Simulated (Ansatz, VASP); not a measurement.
**Cross-check of Ba2Be between VASP and Ansatz**

One calculation is typed for both programs; each brings its own data sets and cutoff. How far apart do they land? The cell is generated by rule, not measured, and may not be a known phase. The cell comes out of the VASP series on this material, whose earlier steps may have relaxed, scaled or displaced it; both programs get it as it stands.

Method: plane waves, with VASP 6.6.1 beside it; single point at PBE and band structure at revPBE with D3(BJ), in Ansatz 0.2.0.

## Step 1: Starting point

Symmetry: P4/mmm, No. 123, tetragonal system. The conventional cell has a = 5.667 Å, b = 5.667 Å, c = 5.984 Å, α = 90.00°, β = 90.00°, γ = 90.00°. Nearest to Ba lie 4 Ba at 4.01 Å. Nearest to Ba lie 2 Be at 2.99 Å and 4 Ba at 4.01 Å. Nearest to Be lie 2 Ba at 2.99 Å. Farther neighbours are not listed.

## Step 2: Ansatz: single point, PBE

Ansatz runs on its default PAW (the set named soft_2) files.

With cell and atoms fixed, the geometry can't cause a difference; cores, projectors, grids and the points listed under the comparison can.

Input file input.yaml:

```yaml
crystal:
  lattice:
    - [5.6667817706, 0.0, 0.0]
    - [0.0, 5.6667817706, 0.0]
    - [0.0, 0.0, 5.9842190614]
  atoms:
    - { symbol: Ba, position: [0.5, 0.5, 0.0] }
    - { symbol: Ba, position: [0.0, 0.0, 0.0] }
    - { symbol: Be, position: [0.0, 0.0, 0.5] }
hamiltonian:
  xc: pbe
  pseudopotentials: { kind: paw }
kpoints:
  mp_grid: { grid: [4, 4, 4] }
scf:
  occupations: { method: fermi_dirac, width: 0.05 }
  n_extra_bands: 4
output:
  forces: true
  stress: true
  eigenvalues: true
```

Run with:

```console
$ ansatz run input.yaml --threads 2 --pin off --max-ram 4608MiB --backend cpu --events-out ev --progress --plain --runs-dir out
```

Numbers of over 12 decimals in the logs are rounded to 6 here.

Log:

```text
scf.n_extra_bands = 4 over 11 filled bands (N_el = 22.0): the run solves 15 bands
Engine: ansatz 0.2.0, x86_64-unknown-linux-gnu
Pseudopotentials: kind: paw
Pseudopotential: Ba, paw, valence charge 10, recommended cutoff 420 eV (normal), Ba.paw.azcp
Pseudopotential: Be, paw, valence charge 2, recommended cutoff 420 eV (normal), Be.paw.azcp
Functional definition: PBE
  parameter kappa = 0.804
  parameter beta = 0.066725
  exchange = pbe_x(kappa = kappa, mu = beta*pi^2/3)
  correlation = pbe_c(beta = beta)
Crystal: 3 atoms, lattice volume = 192.168 Å³
Basis set: ecut = 420 eV, 3767 PW (Γ), exchange–correlation on 80×80×80 points (8 copies of the dense FFT grid, shifted against one another)
Bands: 15, of which v1, the nominal top of the filled ones, is band 11 counted from 1 (10 counted from 0)
Symmetry: 16 space group operations
Space group: P4/mmm (ITA 123), of the structure as read, at distance tolerance 5.8e-5 Å
k-points: 18 of 64
Non-local potential: Ba, projectors of the file, l = 0: 3, l = 1: 2, l = 2: 2, l = 3: 2
Non-local potential: Be, projectors of the file, l = 0: 2, l = 1: 2, l = 2: 1
PAW form: soft (Blöchl's): semilocal exchange-correlation on the pseudo side does not see the compensation charge
PAW one-centre angular grid: Ba, 194 points (default); XC on 64 Gauss nodes
PAW one-centre angular grid: Be, 110 points (default); XC on 64 Gauss nodes
Initial density: superposition of atomic densities (neutral atoms: chi_scale 0, normalization atom), corrected by the library's trained network
Initial wavefunctions: pseudopotential atomic-orbital guess
Functional: x = pbe(κ = 0.804, μ = 0.219515), c = pbe(β = 0.066725)
SCF iter   1: F=—  HF=-11987.900110 eV  |F-HF|=—  |Δ(HF+E_count)|=         —  Δρ=3.67e-3  dr2=1.39e-1  ethr=1.77e-3  ⟨swp⟩=8.3  Hψ=1839  notcnv=0
preconditioner: auto → Kerker (q_TF=auto, 1.901 Å⁻¹)  [metal: Δε(μ)=0.008 eV  Ē_g=1.855 eV  σ=0.050 eV  W_gap=0.04  n_scr=26 (ndim 8)  ℏωp=6.6 eV  f_vac=0.000  D(μ)=5.42/eV (n_scr^D=32)]
SCF iter   2: F=—  HF=-11987.883581 eV  |F-HF|=—  |Δ(HF+E_count)|=   1.65e-2  Δρ=1.79e-3  dr2=2.76e-2  ethr=6.30e-4  ⟨swp⟩=1.8  Hψ=432  notcnv=0
SCF iter   3: F=—  HF=-11987.881652 eV  |F-HF|=—  |Δ(HF+E_count)|=   1.93e-3  Δρ=6.20e-4  dr2=1.88e-3  ethr=1.25e-4  ⟨swp⟩=2.4  Hψ=382  notcnv=0
SCF iter   4: F=—  HF=-11987.881736 eV  |F-HF|=—  |Δ(HF+E_count)|=   8.41e-5  Δρ=1.75e-4  dr2=1.87e-4  ethr=8.53e-6  ⟨swp⟩=2.4  Hψ=384  notcnv=0
SCF iter   5: F=—  HF=-11987.881770 eV  |F-HF|=—  |Δ(HF+E_count)|=   3.49e-5  Δρ=6.89e-5  dr2=2.06e-5  ethr=8.51e-7  ⟨swp⟩=2.1  Hψ=335  notcnv=0
SCF iter   6: F=—  HF=-11987.881817 eV  |F-HF|=—  |Δ(HF+E_count)|=   4.61e-5  Δρ=1.65e-5  dr2=1.04e-6  ethr=9.36e-8  ⟨swp⟩=2.0  Hψ=332  notcnv=0
SCF iter   7: F=—  HF=-11987.881818 eV  |F-HF|=—  |Δ(HF+E_count)|=   1.39e-6  Δρ=5.02e-6  dr2=1.07e-7  ethr=4.55e-10  ⟨swp⟩=7.4  Hψ=1454  notcnv=0
SCF iter   8: F=-11987.881818 eV  HF=-11987.881818 eV  |F-HF|=1.01e-8  |Δ(HF+E_count)|=   1.38e-7  Δρ=1.43e-6  dr2=1.20e-8  ethr=4.55e-10  ⟨swp⟩=4.4  Hψ=873  notcnv=0
SCF 1 converged in 8 iterations: F = -11987.881818 eV  dr2 = 1.20e-8
  greatest PAW one-centre occupation: 0.957 electrons in one spin orbital (limit 2), on the Ba atom at site 0 (counted from 0), in its partial waves of l = 0
SCF converged after 8 iterations
Free energy (F): -11987.881818 eV
Harris-Foulkes:  -11987.881818 eV  (|F-HF|=1.01e-8)
Internal energy: -11987.839066 eV  (E = F + TS)
E sigma→0 (E₀):  -11987.860442 eV
Entropy (-TS):   -0.042752 eV (-14.251 meV/atom)
Fermi energy:    3.238949 eV
--- Per-component energies (eV) ---
  E_band       = -224.876010
  E_kinetic    = 345.392333
  E_local      = -1045.128329  (includes V_loc(G=0)·N_el)
  E_nonlocal   = 120.645145
  E_hartree    = 354.666623
  E_xc         = -348.259807
  E_vxc        = -282.067763  (∫ρ·V_xc dr)
  E_paw        = -10511.310094  (= ΣΔE_a)
  E_vpaw       = -73.050536  (= ΣTr[D̂ρ^β])
  E_aug_tail   = -0.000004  (compensation charges beyond the density's cutoff)
  E_ewald      = -903.844934
  E_smearing   = -0.042752  (= −TS)
  E_closure    = 0.000000  (closes the sum)
  Σ components = -11987.881818   (vs F -11987.881818, Δ=0.00e0)
--- Forces (eV/Å), atoms counted from 1 ---
  atom   1  Ba     0.00000000     0.00000000     0.00000000
  atom   2  Ba    -0.00000000    -0.00000000     0.00000000
  atom   3  Be    -0.00000000     0.00000000     0.00000000
  max |Σ_I F_I| component: 2.44e-29 eV/Å
--- Stress (GPa, compression-positive) ---
       -0.505324       0.000000       0.000000
        0.000000      -0.505324       0.000000
        0.000000       0.000000      -0.626098
  P = ⅓ Tr σ = -0.5456 GPa (-5.456 kbar)
--- Band table (eV; the first three rows and the last of 18) ---
  k-point 0: bands = [... 7 lower, -10.6490, 0.0025, 2.1251, 2.5531, 3.4545, 4.3840, 4.5868, 4.5868]
  k-point 1: bands = [... 7 lower, -10.6483, 0.3791, 2.0696, 2.5995, 3.4708, 3.7752, 3.7752, 3.8796]
  k-point 2: bands = [... 7 lower, -10.6477, 1.1658, 1.5820, 2.6488, 3.1776, 3.4585, 3.4585, 3.4874]
  k-point 17: bands = [... 7 lower, -10.6212, 1.7012, 2.5663, 2.5663, 2.8561, 3.4128, 3.6171, 5.0680]
```

The job ended after 1.3 s (2 threads of AMD EPYC 9R14 (Zen 4), shared host; peak memory 0.47 GiB; 2.5 s of CPU time).

The column dr2 measures how far the density is from self-consistency, as an energy; F and HF (Harris–Foulkes) agree once it is small.

The run ends at a pressure of -0.55 GPa.

## Step 3: VASP: single point, PBE

The same cell, functional, mesh and smearing now go to VASP, with its own data sets and cutoff.

Lines of VASP's logs that name or quote its potential files are left out, and so is its time.

Input file INCAR:

```
SYSTEM = Ba2Be
PREC = Accurate
ENCUT = 400
EDIFF = 1E-06
NELM = 100
ISMEAR = -1
SIGMA = 0.05
LREAL = .FALSE.
ALGO = Normal
GGA = PE
NBANDS = 17
LORBIT = 11
LWAVE = .FALSE.
LCHARG = .TRUE.
ISIF = 2
LELF = .TRUE.
LVHAR = .TRUE.
```

Input file POSCAR:

```
Ba2Be
1.0
    5.6667817706      0.0000000000      0.0000000000
    0.0000000000      5.6667817706      0.0000000000
    0.0000000000      0.0000000000      5.9842190614
Ba Be
2 1
Direct
    0.5000000000      0.5000000000      0.0000000000
    0.0000000000      0.0000000000      0.0000000000
    0.0000000000      0.0000000000      0.5000000000
```

Input file KPOINTS:

```
Automatic mesh
0
Gamma
4 4 4
0 0 0
```

Potentials, in the order of the species: Ba_sv and Be (PBE family, release 64).

Run with:

```console
$ mpirun -np 1 vasp_std
```

Log:

```text
[banner, memory and clock lines left out]
running    1 mpi-ranks, on    1 nodes
 distrk:  each k-point on    1 cores,    1 groups
 distr:  one band on    1 cores,    1 groups

 POSCAR found type information on POSCAR BaBe
 POSCAR found :  2 types and       3 ions
 LDA part: xc-table for (Slater+PW92), standard interpolation
 POSCAR, INCAR and KPOINTS ok, starting setup
 FFT: planning ... GRIDC
 FFT: planning ... GRID_SOFT
 FFT: planning ... GRID
 WAVECAR not read
 entering main loop
       N       E                     dE             d eps       ncg     rms          rms(c)
DAV:   1     0.146747378440E+03    0.14675E+03   -0.73772E+03   612   0.830E+02
DAV:   2     0.718465508895E+01   -0.13956E+03   -0.13704E+03   938   0.178E+02
DAV:   3    -0.356079706236E+01   -0.10745E+02   -0.10672E+02   849   0.551E+01
DAV:   4    -0.388760469995E+01   -0.32681E+00   -0.32604E+00   968   0.816E+00
DAV:   5    -0.389084740275E+01   -0.32427E-02   -0.32419E-02   868   0.878E-01    0.346E+00
DAV:   6    -0.364065066580E+01    0.25020E+00   -0.70473E-01   797   0.297E+00    0.194E+00
DAV:   7    -0.360598322602E+01    0.34667E-01   -0.18877E-01   875   0.171E+00    0.716E-01
DAV:   8    -0.360718165771E+01   -0.11984E-02   -0.24503E-02   789   0.658E-01    0.220E-01
DAV:   9    -0.360864050139E+01   -0.14588E-02   -0.88516E-03   885   0.371E-01    0.133E-01
DAV:  10    -0.360895375610E+01   -0.31325E-03   -0.50586E-03   796   0.221E-01    0.559E-02
DAV:  11    -0.360884227447E+01    0.11148E-03   -0.41714E-04   837   0.820E-02    0.239E-02
DAV:  12    -0.360882334515E+01    0.18929E-04   -0.21981E-04   824   0.526E-02    0.525E-03
DAV:  13    -0.360882533698E+01   -0.19918E-05   -0.75448E-06   847   0.128E-02    0.287E-03
DAV:  14    -0.360882626833E+01   -0.93135E-06   -0.12806E-06   545   0.541E-03
   1 F= -.36088263E+01 E0= -.35874650E+01  d E =-.427225E-01
```

Parts of OUTCAR (step 3):

```text
ion  position               nearest neighbor table
   1  0.500  0.500  0.000-   2 4.01   2 4.01   2 4.01   2 4.01
   2  0.000  0.000  0.000-   3 2.99   3 2.99   1 4.01   1 4.01   1 4.01   1 4.01
   3  0.000  0.000  0.500-   2 2.99   2 2.99

  LATTYP: Found a simple tetragonal cell.
 ALAT       =     5.6667817706
 C/A-ratio  =     1.0560172076

 Subroutine GETGRP returns: Found 16 space group operations
 (whereof 16 operations were pure point group operations)

The static configuration has the point symmetry D_4h.

 Found     18 irreducible k-points:

   k-points           NKPTS =     18   k-points in BZ     NKDIM =     18   number of bands    NBANDS=     17

   dimension x,y,z NGX =    40 NGY =   40 NGZ =   40
   dimension x,y,z NGXF=    80 NGYF=   80 NGZF=   80

   ENCUT  =  400.0 eV  29.40 Ry    5.42 a.u.   9.24  9.24  9.76*2*pi/ulx,y,z

   NELECT =      22.0000    total number of electrons

 k-points in reciprocal lattice and weights: Automatic mesh
   0.00000000  0.00000000  0.00000000       0.016
   0.25000000  0.00000000  0.00000000       0.062
   0.50000000  0.00000000  0.00000000       0.031
   0.25000000  0.25000000  0.00000000       0.062
   0.50000000  0.25000000  0.00000000       0.062
   0.50000000  0.50000000  0.00000000       0.016
   0.00000000  0.00000000  0.25000000       0.031
   0.25000000  0.00000000  0.25000000       0.125
   0.50000000  0.00000000  0.25000000       0.062
[...]
0.50000000  0.25000000  0.50000000       0.062
   0.50000000  0.50000000  0.50000000       0.016

 average (electrostatic) potential at core
       1 -41.4880       2 -40.4490       3 -40.5971

 E-fermi :   0.4510

 k-point     1 :       0.0000    0.0000    0.0000
  band No.  band energies     occupation
    ...
      7     -13.4580      2.00000
      8     -13.4559      2.00000
      9      -2.7929      2.00000
     10      -0.6701      2.00000
     11      -0.2417      2.00000
     12       0.6553      0.03307
     13       1.5891      0.00000
     14       1.7911      0.00000
     15       1.7911      0.00000
     16       2.0139      0.00000
    ...

 k-point     2 :       0.2500    0.0000    0.0000
  band No.  band energies     occupation
    ...
      7     -13.5011      2.00000
      8     -13.4581      2.00000
      9      -2.6078      2.00000
     10      -0.4351      2.00000
     11       0.0998      1.99822
     12       1.0152      0.00003
     13       1.1206      0.00000
     14       1.6438      0.00000
     15       2.0090      0.00000
     16       2.0570      0.00000
    ...

 k-point     3 :       0.5000    0.0000    0.0000
  band No.  band energies     occupation
    ...
      6     -13.5682      2.00000
      7     -13.5475      2.00000
      8     -13.4604      2.00000
      9      -2.3935      2.00000
     10      -0.4120      2.00000
     11       0.7141      0.01031
     12       1.3902      0.00000
     13       1.5322      0.00000
     14       1.6072      0.00000
     15       1.9354      0.00000
    ...

  Total       -0.5491379     -0.5491379     -0.6820960      0.0000000      0.0000000     -0.0000000
  in kB       -4.5783772     -4.5783772     -5.6869004      0.0000000      0.0000000     -0.0000000
  external PRESSURE =      -4.9478849 kB  Pullay stress =       0.0000000 kB

  energy-cutoff  :      400.00
  volume of cell :      192.17
      direct lattice vectors                 reciprocal lattice vectors
     5.666781771  0.000000000  0.000000000     0.176467004  0.000000000  0.000000000
     0.000000000  5.666781771  0.000000000     0.000000000  0.176467004  0.000000000
     0.000000000  0.000000000  5.984219061     0.000000000  0.000000000  0.167106182

 POSITION                                       TOTAL-FORCE (eV/Angst)
 -----------------------------------------------------------------------------------
      2.83339      2.83339      0.00000         0.000000      0.000000      0.000000
      0.00000      0.00000      0.00000         0.000000      0.000000      0.000000
      0.00000      0.00000      2.99211         0.000000      0.000000      0.000000
 -----------------------------------------------------------------------------------
    total drift:                                0.000000     -0.000000     -0.000000

  FREE ENERGIE OF THE ION-ELECTRON SYSTEM (eV)
  ---------------------------------------------------
  free  energy   TOTEN  =        -3.6088262683 eV

  energy  without entropy=       -3.5661037611  energy(sigma->0) =       -3.58746501

 total charge
# of ion       s       p       d       tot
------------------------------------------
    1        2.057   5.550   0.261   7.868
    2        2.052   5.532   0.413   7.996
    3        0.553   0.201   0.000   0.754
--------------------------------------------------
tot          4.662  11.283   0.673  16.618

[... 3 further parts left out ...]
```

Harder data sets than Ba_sv exist (the GW ones), and pressures, volumes and forces can shift noticeably with them.

## Step 4: Comparison

Known differences besides the PAW data sets themselves: the cutoff is 420 eV in Ansatz and 400 eV in VASP; VASP leaves aspherical gradient terms in its spheres out (LASPH is not set), Ansatz keeps them. Total energies have different zeros and are not compared.

The two programs side by side:

```csv
quantity,Ansatz,VASP,difference
pressure (GPa),-0.55,-0.49,-0.05
```

## Step 5: Ansatz: band structure, revPBE with D3(BJ)

The same path points are solved in both programs, so levels can be compared one by one. The cell compared in this pair holds 153.73 Å³, against 192.17 Å³ for the pair before.

The cell comes out of the VASP series on this material, whose earlier steps may have relaxed, scaled or displaced it; both programs get it as it stands.

Input file input.yaml:

```yaml
crystal:
  lattice:
    - [5.2605741978, 0.0, 0.0]
    - [0.0, 5.2605741978, 0.0]
    - [0.0, 0.0, 5.5552568747]
  atoms:
    - { symbol: Ba, position: [0.5, 0.5, 0.0], spin: 0.501, spin_axis: [0.289, 0.289, 0.289] }
    - { symbol: Ba, position: [0.0, 0.0, 0.0], spin: 0.501, spin_axis: [-0.289, -0.289, -0.289] }
    - { symbol: Be, position: [0.0, 0.0, 0.5] }
hamiltonian:
  xc: revpbe
  pseudopotentials: { kind: paw }
  dispersion: d3bj
magnetization:
  noncollinear: true
  spin_orbit: false
kpoints:
  mp_grid: { grid: [4, 4, 4] }
  band_path:
    path:
      - [0.0, 0.0, 0.0]
      - [0.0, 0.13333, 0.0]
      - [0.0, 0.3, 0.0]
      - [0.0, 0.46667, 0.0]
      - [0.1, 0.5, 0.0]
      - [0.26667, 0.5, 0.0]
      - [0.43333, 0.5, 0.0]
      - [0.43333, 0.43333, 0.0]
      - [0.26667, 0.26667, 0.0]
      - [0.1, 0.1, 0.0]
      - [0.0, 0.0, 0.03333]
      - [0.0, 0.0, 0.2]
      - [0.0, 0.0, 0.36667]
      - [0.0, 0.0, 0.5]
      - [0.0, 0.16667, 0.5]
      - [0.0, 0.3, 0.5]
      - [0.0, 0.46667, 0.5]
      - [0.1, 0.5, 0.5]
      - [0.26667, 0.5, 0.5]
      - [0.43333, 0.5, 0.5]
      - [0.43333, 0.43333, 0.5]
      - [0.26667, 0.26667, 0.5]
      - [0.1, 0.1, 0.5]
      - [0.0, 0.5, 0.03333]
      - [0.0, 0.5, 0.2]
      - [0.0, 0.5, 0.36667]
      - [0.5, 0.5, 0.0]
      - [0.5, 0.5, 0.16667]
      - [0.5, 0.5, 0.33333]
      - [0.5, 0.5, 0.5]
    npoints: 1
scf:
  occupations: { method: gaussian, width: 0.05 }
  n_extra_bands: 14
output:
  forces: true
  stress: true
  eigenvalues: true
  write_density: true
  write_potential: true
  elf: true
  volumetric_format: npy
```

Run with:

```console
$ ansatz run input.yaml --threads 2 --pin off --max-ram 4608MiB --backend cpu --events-out ev --progress --plain --runs-dir out
```

Log:

```text
[...]
this run first makes a single point of its starting geometry on two collinear spin channels, or without spin where it has no moments, for its own SCFs to start from. `scf.lower_state_search: off` leaves that single point out
Crystal: 3 atoms, lattice volume = 153.734 Å³
[...]
k-point 1: bands = [... 7 lower, -10.1954, -9.9512, -9.9512, -9.1083, -9.1083, -8.9234, -8.9234, -8.9234, ... 21 higher]
  k-point 2: bands = [... 7 lower, -10.1941, -9.9624, -9.9623, -9.1183, -9.1182, -8.9218, -8.9218, -8.9218, ... 21 higher]
  k-point 17: bands = [... 7 lower, -10.3345, -9.9302, -9.9301, -9.1348, -9.1347, -8.8434, -8.8434, -8.8434, ... 21 higher]
[key lines of the parts left out:]
SCF converged after 2 iterations
Magnetization: |M| = 0.0002 μB,  M = (-0.0001, -0.0001, -0.0001) μB
Free energy (F): -12003.207292 eV
Fermi energy:    4.665557 eV
P = ⅓ Tr σ = 0.3564 GPa (3.564 kbar)
```

Run time: 11 s. Hardware: 2 threads; peak memory 0.67 GiB.

[end of part 1 of 2]

[Lines on the potential files, build, host, timing and source positions are cut from VASP's logs without a mark.]

[Logs are printed without paths, hosts, clocks, repeated set-up lines and the standing remarks that a program may print on its own settings, such as how far it seeks lower states.]

[Hosts, paths, dates, database ids (printed as entryN), source tags and the programs' standing remarks are cut or masked in the printed files.]
